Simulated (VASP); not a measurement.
Consider the following.

```yaml
crystal:
  lattice:
    - [4.43537, 0.00000, 0.00000]
    - [-2.21769, 3.84115, 0.00000]
    - [0.00000, 0.00000, 10.09504]
  atoms:
    - { symbol: Hg, position: [0.35473, 0.35473, 0.00000] }
    - { symbol: Hg, position: [0.64527, 0.00000, 0.33333] }
    - { symbol: Hg, position: [0.00000, 0.64527, 0.66667] }
    - { symbol: Te, position: [0.44686, 0.44686, 0.50000] }
    - { symbol: Te, position: [0.55314, 0.00000, 0.83333] }
    - { symbol: Te, position: [0.00000, 0.55314, 0.16667] }
```

The numbers are results of LDA (Ceperley-Alder, Perdew-Zunger) with spin-orbit coupling, VASP's LDA PAW potentials (set 64) (plane waves; VASP), not measurements. Settings: 400 eV cut-off, 5×5×2 Γ-centred mesh, Gaussian smearing of 0.050 eV, potentials Hg Te.

The path is coarsely sampled, so an indirect gap can come out somewhat too large.

**Question.** Give the energies of bands 47 to 60 at the high-symmetry points, in eV from the valence-band maximum.

**Answer.** 
```json
[
 {"band": "47", "Γ": "-1.12", "M": "-2.29", "K": "-3.20", "A": "-1.16", "L": "-2.23", "H": "-2.82"},
 {"band": "48", "Γ": "-1.12", "M": "-2.29", "K": "-3.13", "A": "-1.16", "L": "-2.23", "H": "-2.81"},
 {"band": "49", "Γ": "-0.35", "M": "-1.66", "K": "-1.71", "A": "-0.41", "L": "-2.19", "H": "-2.77"},
 {"band": "50", "Γ": "-0.35", "M": "-1.66", "K": "-1.71", "A": "-0.41", "L": "-2.19", "H": "-2.77"},
 {"band": "51", "Γ": "-0.22", "M": "-1.27", "K": "-1.26", "A": "-0.04", "L": "-1.28", "H": "-2.30"},
 {"band": "52", "Γ": "-0.22", "M": "-1.27", "K": "-1.26", "A": "-0.04", "L": "-1.28", "H": "-2.30"},
 {"band": "53", "Γ": "-0.02", "M": "-0.97", "K": "-1.08", "A": "-0.01", "L": "-0.98", "H": "-1.15"},
 {"band": "54", "Γ": "-0.02", "M": "-0.97", "K": "-1.00", "A": "-0.01", "L": "-0.98", "H": "-1.15"},
 {"band": "55", "Γ": "0.35", "M": "0.21", "K": "0.52", "A": "1.38", "L": "0.68", "H": "1.64"},
 {"band": "56", "Γ": "0.35", "M": "0.21", "K": "0.52", "A": "1.38", "L": "0.68", "H": "1.64"},
 {"band": "57", "Γ": "2.05", "M": "1.17", "K": "1.16", "A": "1.38", "L": "1.13", "H": "2.01"},
 {"band": "58", "Γ": "2.05", "M": "1.17", "K": "1.34", "A": "1.38", "L": "1.13", "H": "2.01"},
 {"band": "59", "Γ": "2.06", "M": "1.56", "K": "1.45", "A": "1.89", "L": "2.19", "H": "2.13"},
 {"band": "60", "Γ": "2.06", "M": "1.56", "K": "1.45", "A": "1.89", "L": "2.19", "H": "2.20"}
]
```

The gap is indirect, 0.21 eV, from the valence maximum at Γ-A at 0.75 to the conduction minimum at M.

The structure comes from a computed database's HgTe entry (P3_121); how it stands against other phases isn't given here. It was relaxed first, which changed the volume by -12 %.
